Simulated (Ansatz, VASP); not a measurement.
# Al2O3 (Corundum): VASP beside Ansatz, part 3 of 3

One calculation is typed for both programs; each brings its own data sets. How far apart do they land? The cell is taken from a series of runs on this material, whose earlier steps may have relaxed, scaled, displaced or heated it; both programs get it as it stands.

VASP 6.6.1 and Ansatz 0.2.0.

So far: Set-up; VASP: zone-centre phonons, LDA.

## (3) Ansatz: zone-centre phonons, LDA

Level of this step: Ansatz beside VASP: Kohn-Sham DFT, plane waves, LDA (Ansatz).

Ansatz runs on its PAW soft_1 files.

The same cell, functional (in two slightly different forms) and mesh now go to Ansatz, which takes its cutoff from its data sets.

The input, input.yaml:

```yaml
crystal:
  lattice:
    - [2.3528864484, 1.3584396243, 4.2735556548]
    - [-2.3528864484, 1.3584396243, 4.2735556548]
    - [0.0, -2.7168792488, 4.2735556547]
  atoms:
    - { symbol: Al, position: [0.3519545119, 0.3519545119, 0.3519545119] }
    - { symbol: Al, position: [0.1480454881, 0.1480454881, 0.1480454881] }
    - { symbol: Al, position: [0.6480454881, 0.6480454881, 0.6480454881] }
    - { symbol: Al, position: [0.8519545119, 0.8519545119, 0.8519545119] }
    - { symbol: O, position: [0.5559954038, 0.9440045962, 0.25] }
    - { symbol: O, position: [0.25, 0.5559954038, 0.9440045962] }
    - { symbol: O, position: [0.9440045962, 0.25, 0.5559954038] }
    - { symbol: O, position: [0.4440045962, 0.0559954038, 0.75] }
    - { symbol: O, position: [0.75, 0.4440045962, 0.0559954038] }
    - { symbol: O, position: [0.0559954038, 0.75, 0.4440045962] }
kpoints:
  mp_grid: { grid: [6, 6, 6] }
hamiltonian:
  xc: lda
  pseudopotentials: { kind: paw, azcp: { folder: soft_1 }, xc_functional: pbe }
scf:
  occupations: { method: fixed }
output:
  eigenvalues: true
phonons:
  method: dfpt
  dielectric: true
  rigid_motions: translations
```

Started as:

```console
> ansatz run input.yaml --threads 4 --pin off --max-ram 15360MiB --backend cpu --events-out ev --progress --plain --runs-dir out
```

Numbers of over 12 decimals in the logs are rounded to 6 here.

The log of the run:

```text
Engine: ansatz 0.2.0, aarch64-unknown-linux-gnu
Pseudopotentials: kind: paw
Pseudopotential: Al, paw, valence charge 3, recommended cutoff 420 eV (normal), soft_1/Al.paw.azcp
Pseudopotential: O, paw, valence charge 6, recommended cutoff 420 eV (normal), soft_1/O.paw.azcp
Functional definition: SPW92
  exchange = slater_x
  correlation = pw_c
Crystal: 10 atoms, lattice volume = 81.956 Å³
Basis set: ecut = 420 eV, 1593 PW (Γ), exchange–correlation on 72×72×72 points (8 copies of the dense FFT grid, shifted against one another)
Bands: 34, of which v1, the nominal top of the filled ones, is band 24 counted from 1 (23 counted from 0)
Symmetry: 12 space group operations
k-points: 112 of 216 (irreducible under 1 space group operation, time reversal used)
Non-local potential: Al, projectors of the file, l = 0: 2, l = 1: 2, l = 2: 1
Non-local potential: O, projectors of the file, l = 0: 2, l = 1: 2, l = 2: 1
PAW form: soft (Blöchl's): semilocal exchange-correlation on the pseudo side does not see the compensation charge
PAW frozen core: Al, regenerated for the run's functional, and the local potential with it (the file was generated under x = pbe(κ = 0.804, μ = 0.219515), c = pbe(β = 0.066725))
PAW frozen core: O, regenerated for the run's functional, and the local potential with it (the file was generated under x = pbe(κ = 0.804, μ = 0.219515), c = pbe(β = 0.066725))
PAW one-centre angular grid: Al, 110 points (default); XC on 64 Gauss nodes
PAW one-centre angular grid: O, 110 points (default); XC on 64 Gauss nodes
Initial density: superposition of atomic densities (chi_scale 0.1, normalization cell, long waves kept (reshape's long-wave potential 0.00 eV rms))
Initial wavefunctions: pseudopotential atomic-orbital guess
Functional: x = slater, c = lda
SCF iter   1: F=—  HF=-5403.668749 eV  |F-HF|=—  |Δ(HF+E_count)|=         —  Δρ=1.26e-1  dr2=1.18e1  ethr=3.10e-3  ⟨swp⟩=5.0  Hψ=14702  notcnv=0  defer=720
preconditioner: auto → Resta (q_TF=auto, 2.496 Å⁻¹)  ε∞=3.3  [insulator: Δε(μ)=7.713 eV  Ē_g=18.773 eV  n_scr=20 (ndim 8)  ℏωp=28.4 eV  f_vac=0.000  ε∞_Penn≈3.3]
SCF iter   2: F=—  HF=-5400.157966 eV  |F-HF|=—  |Δ(HF+E_count)|=    3.51e0  Δρ=4.16e-2  dr2=7.02e-1  ethr=3.10e-3  ⟨swp⟩=2.8  Hψ=8221  notcnv=0  defer=793
SCF iter   3: F=—  HF=-5399.938845 eV  |F-HF|=—  |Δ(HF+E_count)|=   2.19e-1  Δρ=2.04e-2  dr2=1.91e-1  ethr=1.46e-3  ⟨swp⟩=1.3  Hψ=3438  notcnv=0  defer=792
SCF iter   4: F=—  HF=-5399.875995 eV  |F-HF|=—  |Δ(HF+E_count)|=   6.29e-2  Δρ=1.32e-3  dr2=7.42e-4  ethr=3.99e-4  ⟨swp⟩=2.8  Hψ=5036  notcnv=0  defer=893
SCF iter   5: F=—  HF=-5399.876097 eV  |F-HF|=—  |Δ(HF+E_count)|=   1.02e-4  Δρ=1.33e-4  dr2=1.97e-5  ethr=1.55e-6  ⟨swp⟩=2.5  Hψ=5880  notcnv=0  defer=893
SCF iter   6: F=—  HF=-5399.876099 eV  |F-HF|=—  |Δ(HF+E_count)|=   1.81e-6  Δρ=3.26e-5  dr2=8.61e-7  ethr=4.09e-8  ⟨swp⟩=2.2  Hψ=6103  notcnv=0  defer=762
SCF iter   7: F=—  HF=-5399.876098 eV  |F-HF|=—  |Δ(HF+E_count)|=   3.41e-7  Δρ=3.89e-6  dr2=8.76e-9  ethr=1.79e-9  ⟨swp⟩=2.0  Hψ=6496  notcnv=0  defer=573
SCF iter   8: F=—  HF=-5399.876098 eV  |F-HF|=—  |Δ(HF+E_count)|=  9.91e-10  Δρ=5.34e-7  dr2=1.16e-10  ethr=1.82e-11  ⟨swp⟩=2.0  Hψ=5643  notcnv=0  defer=573
SCF iter   9: F=-5399.876098 eV  HF=-5399.876098 eV  |F-HF|=0.00e0  |Δ(HF+E_count)|=  3.64e-12  Δρ=5.77e-8  dr2=1.85e-12  ethr=1.00e-12  ⟨swp⟩=14.9  Hψ=25838  notcnv=0
SCF 1 converged in 9 iterations: F = -5399.876098 eV  dr2 = 1.85e-12
  greatest PAW one-centre occupation: 0.853 electrons in one spin orbital (limit 2), on the O atom at site 9 (counted from 0), in its partial waves of l = 0
NSCF: frozen V_eff on 6 k-points
DFPT response loops at Γ: preconditioner auto → none (the input reference at scf.mixing.eps_inf says where Resta's filter doesn't serve); β = 0.50; Broyden in place of MSR1
SCF converged after 9 iterations
Free energy (F): -5399.876098 eV
Harris-Foulkes:  -5399.876098 eV  (|F-HF|=0.00e0)
Internal energy: -5399.876098 eV  (E = F + TS)
E sigma→0 (E₀):  -5399.876098 eV
Fermi energy:    7.837151 eV
--- Per-component energies (eV) ---
  E_band       = 68.049850
  E_kinetic    = 1141.573521
  E_local      = -1927.935101  (includes V_loc(G=0)·N_el)
  E_nonlocal   = 367.950850
  E_hartree    = 727.093092
  E_xc         = -585.498448
  E_vxc        = -678.650031  (∫ρ·V_xc dr)
  E_paw        = -2697.417401  (= ΣΔE_a)
  E_vpaw       = -289.080449  (= ΣTr[D̂ρ^β])
  E_aug_tail   = 0.004910  (compensation charges beyond the density's cutoff)
  E_ewald      = -2426.451918
  E_core_change = 0.804395  (= ΣΔE_core)
  E_smearing   = -0.000000  (= −TS)
  E_closure    = -0.000000  (closes the sum)
  Σ components = -5399.876098   (vs F -5399.876098, Δ=0.00e0)
--- Band table (eV; the first three rows and the last of 112) ---
  k-point 0: bands = [... 20 lower, 7.2893, 7.7845, 7.7845, 7.8372, 14.4632, 17.0697, 18.8486, 19.5464, ... 6 higher]
  k-point 1: bands = [... 20 lower, 7.0916, 7.4662, 7.7400, 7.7787, 15.0743, 17.5831, 18.3988, 19.0745, ... 6 higher]
  k-point 2: bands = [... 20 lower, 6.9282, 7.2474, 7.5799, 7.6307, 16.3479, 17.8487, 18.0708, 18.6157, ... 6 higher]
  k-point 111: bands = [... 20 lower, 7.4221, 7.4221, 7.4221, 7.4221, 16.7647, 16.7647, 19.0018, 19.0018, ... 6 higher]
--- Phonons (Γ-DFPT): 5 representative perturbations + reference, on 112 of 216 k-points (Σ response iterations 15) ---
  k mesh reduced under 1 symmetry operation, with k and −k counted as one. Each operation leaves every solved perturbation unchanged. A smaller set is not considered because the run solves the response to a homogeneous field
  ASR residual: 2.625e-5 → 0.000e0 eV/Å²; symmetrization residual: 2.443e-5 eV/Å²
  ASR residual per site (eV/Å²): 2.62e-5 2.62e-5 2.62e-5 2.62e-5 2.30e-5 1.73e-5 1.73e-5 2.30e-5 1.73e-5 1.73e-5
  Γ frequencies (cm⁻¹): 0.00 0.00 0.00 318.29 378.06 378.06 398.40 398.40 402.01 425.79 444.08 444.08 446.51 446.51 453.79 453.79 534.84 587.79 587.79 593.19 593.19 605.77 612.78 646.74 646.74 657.96 702.20 765.52 769.34 769.34
  ε∞ (high-frequency dielectric tensor):
        3.230592     0.000000     0.000000
       -0.000000     3.230592     0.000000
        0.000000     0.000000     3.189769
  ε⁰ (static dielectric tensor: ions relaxed, cell fixed):
        9.014960    -0.000000     0.000000
       -0.000000     9.014960    -0.000000
        0.000000    -0.000000    10.851535
  ε⁰ − ε∞ (ionic part):
        5.784367    -0.000000     0.000000
       -0.000000     5.784367    -0.000000
        0.000000    -0.000000     7.661766
  softest optical mode at Γ: 318.29 cm⁻¹; the repairs (sum rule, projections) moved no ω² at Γ by more than (3.65 cm⁻¹)²
  Born effective charges Z* (e; rows j = field, columns β = displacement):
    site 0:
         2.95530   -0.02643   -0.00000
         0.02643    2.95530    0.00000
         0.00000    0.00000    2.92194
    site 1:
         2.95530    0.02643    0.00000
        -0.02643    2.95530    0.00000
        -0.00000    0.00000    2.92194
    site 2:
         2.95530   -0.02643   -0.00000
         0.02643    2.95530    0.00000
         0.00000    0.00000    2.92194
    site 3:
         2.95530    0.02643    0.00000
        -0.02643    2.95530    0.00000
        -0.00000    0.00000    2.92194
    site 4:
        -2.06989    0.00000   -0.00000
         0.00000   -1.87050    0.25625
        -0.00000    0.34609   -1.94796
    site 5:
[...]
site 6:
[...]
site 7:
[...]
site 8:
[...]
site 9:
[...]
Z* charge neutrality: 5.770e-6 e pre-enforcement
  k-mesh period / interband length: 28.2 Å / 1.20 Å = 23.49 at k = (0.0000, 0.0000, 0.0000), direct gap 6.626 eV — 14 or more, which is no proof of convergence
  optical modes at Γ without the LO–TO term, one row a degenerate level:
      ω (cm⁻¹)  modes    IR ((D/Å)²/amu)
[...]
optical modes at Γ + LO–TO along q̂ = [1.0000, 0.0000, 0.0000]:
      ω (cm⁻¹)  modes    IR ((D/Å)²/amu)
[...]
optical modes at Γ + LO–TO along q̂ = [0.0000, 1.0000, 0.0000]:
      ω (cm⁻¹)  modes    IR ((D/Å)²/amu)
[...]
optical modes at Γ + LO–TO along q̂ = [0.0000, 0.0000, 1.0000]:
      ω (cm⁻¹)  modes    IR ((D/Å)²/amu)
[...]
593.19      2            78.5489
        612.78      1             0.0000
        646.74      2            11.3274
        657.96      1             0.0000
        702.20      1             0.0000
        765.52      1             0.0000
        769.34      2             0.0000
        886.93      1            60.6452
```

Reading the cycles: dr2 is the Hartree energy of the density residual (eV), the measure of convergence; HF is the Harris–Foulkes estimate of the energy, which meets the free energy F at convergence.

## (4) Differences

Known differences besides the potentials themselves: fixed occupations in Ansatz, narrow Gaussian smearing in VASP; the cutoff is 420 eV in Ansatz and 600 eV in VASP; VASP's log shows a relativistic correction to its local exchange, Ansatz's none. Total energies have different zeros and are not compared.

Both answers:

```
                                     quantity  Ansatz   VASP  difference
                                        ε∞ xx    3.23   3.21     +0.59 %
                                        ε∞ yy    3.23   3.21     +0.59 %
                                        ε∞ zz    3.19   3.17     +0.61 %
Born charge of Al1 (mean of the diagonal) (e)    2.94   2.92       +0.02
 Born charge of O5 (mean of the diagonal) (e)   -1.96  -1.95       -0.01
                        optical mode 1 (cm⁻¹)   318.3  322.4     -1.28 %
                   optical mode 2 to 3 (cm⁻¹)   378.1  380.1     -0.53 %
                   optical mode 4 to 5 (cm⁻¹)   398.4  401.6     -0.79 %
                        optical mode 6 (cm⁻¹)   402.0  404.8     -0.69 %
                        optical mode 7 (cm⁻¹)   425.8  428.7     -0.69 %
                   optical mode 8 to 9 (cm⁻¹)   444.1  447.8     -0.84 %
                 optical mode 10 to 11 (cm⁻¹)   446.5  450.4     -0.87 %
                 optical mode 12 to 13 (cm⁻¹)   453.8  458.1     -0.95 %
                       optical mode 14 (cm⁻¹)   534.8  537.6     -0.52 %
                 optical mode 15 to 16 (cm⁻¹)   587.8  591.3     -0.59 %
                 optical mode 17 to 18 (cm⁻¹)   593.2  600.4     -1.19 %
                       optical mode 19 (cm⁻¹)   605.8  614.0     -1.35 %
                       optical mode 20 (cm⁻¹)   612.8  614.6     -0.29 %
                 optical mode 21 to 22 (cm⁻¹)   646.7  653.7     -1.07 %
                       optical mode 23 (cm⁻¹)   658.0  664.2     -0.94 %
                       optical mode 24 (cm⁻¹)   702.2  706.1     -0.55 %
                       optical mode 25 (cm⁻¹)   765.5  771.2     -0.73 %
                 optical mode 26 to 27 (cm⁻¹)   769.3  777.1     -1.00 %
```

Modes are paired by rising frequency, not by their patterns, so a pair may set unlike modes beside each other; they are those without the splitting of longitudinal modes.

## (5) Summary of results

* r.m.s. difference of the optical zone-centre modes, each program's sorted by frequency (zone-centre phonons, LDA): 5.0 cm⁻¹
* difference in optical mode 19 (zone-centre phonons, LDA): -1.3 %

The r.m.s. difference of the optical zone-centre modes, each program's sorted by frequency is 5.0 cm⁻¹ (zone-centre phonons, LDA). Among the rows given in per cent, the largest difference of the zone-centre phonons, LDA pair is in optical mode 19, -1.3 %. How closely two codes agree says nothing of how well the functional describes the real material.

[Lines on the potential files, build, host, timing and source positions are cut from VASP's logs without a mark.]

[Logs are printed without paths, hosts, clocks, repeated set-up lines and the standing remarks that a program may print on its own settings, such as how far it seeks lower states.]

[Hosts, paths, dates, database ids (printed as entryN), source tags and the programs' standing remarks are cut or masked in the printed files.]
